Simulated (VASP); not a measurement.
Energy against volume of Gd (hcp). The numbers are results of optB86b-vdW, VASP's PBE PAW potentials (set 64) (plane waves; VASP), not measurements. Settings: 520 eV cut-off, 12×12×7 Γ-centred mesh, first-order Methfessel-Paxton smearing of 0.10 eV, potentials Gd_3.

The 4f electrons are frozen in the core of the lanthanide potential, so 4f levels, which can set the real gap, and their magnetism are missing.

Shape and ions are relaxed at each volume.

| V (Å³/atom) | E (eV/atom) |
|---|---|
| 29.593 | -2.11644 |
| 30.537 | -2.12687 |
| 31.481 | -2.12922 |
| 32.426 | -2.12458 |

Fit these four points and predict the energy of the run at 33.370 Å³/atom.

A cubic in V^(−2/3), the third-order Birch-Murnaghan form, passes through the four points with V0 = 31.31 Å³/atom and B0 = 40 GPa, and gives -2.1139 eV/atom there. The run gave -2.1139 eV/atom, -0.0 meV/atom from the fit; all five points give B0 = 40 GPa.

The compound is Gd in the hcp structure. It was relaxed first, which changed the volume by -5 %.
